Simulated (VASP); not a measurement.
Given:

```cif
data_Al8Au4
_chemical_formula_sum 'Al8 Au4'
_space_group_name_H-M_alt 'Fm-3m'
_space_group_IT_number 225
_space_group_name_Hall '-F 4 2 3'
_cell_length_a 6.05584
_cell_length_b 6.05584
_cell_length_c 6.05584
_cell_angle_alpha 90.000
_cell_angle_beta 90.000
_cell_angle_gamma 90.000
loop_
_atom_site_label
_atom_site_type_symbol
_atom_site_symmetry_multiplicity
_atom_site_Wyckoff_symbol
_atom_site_fract_x
_atom_site_fract_y
_atom_site_fract_z
_atom_site_occupancy
Al1 Al 8 c 0.25000 0.25000 0.25000 1
Au1 Au 4 a 0.00000 0.00000 0.00000 1
```
(The calculation used a cell of 3 atoms; values per cell refer to that cell.)

These are PBE GGA, VASP's PBE PAW potentials (set 64) (plane waves; VASP 6.6.1) values and carry that method's errors. Run with 480 eV cut-off, 8×8×8 Γ-centred mesh, first-order Methfessel-Paxton smearing of 0.10 eV, potentials Al Au.

Each relaxation starts from this cell; other phases were not tried.

Problem. The cell is relaxed at 2 GPa. What happens?

Solution. The volume per atom goes from 18.51 to 18.15 Å³ (-1.9 %), and the cell becomes a = 6.0169 Å, b = 6.0169 Å, c = 6.0169 Å, α = 90.00°, β = 90.00°, γ = 90.00°, space group Fm-3m.

Problem. The cell is relaxed at 20 GPa. What happens?

Solution. The volume per atom goes from 18.51 to 16.12 Å³ (-12.9 %), and the cell becomes a = 5.784 Å, b = 5.784 Å, c = 5.784 Å, α = 90.00°, β = 90.00°, γ = 90.00°, space group Fm-3m.

Failed runs are left out, and for metals the shear rows, which the mesh's noise covers.

The compound is AuAl2 in the fluorite structure. The electron count is odd and the run is not spin-polarised, which forces a metal.
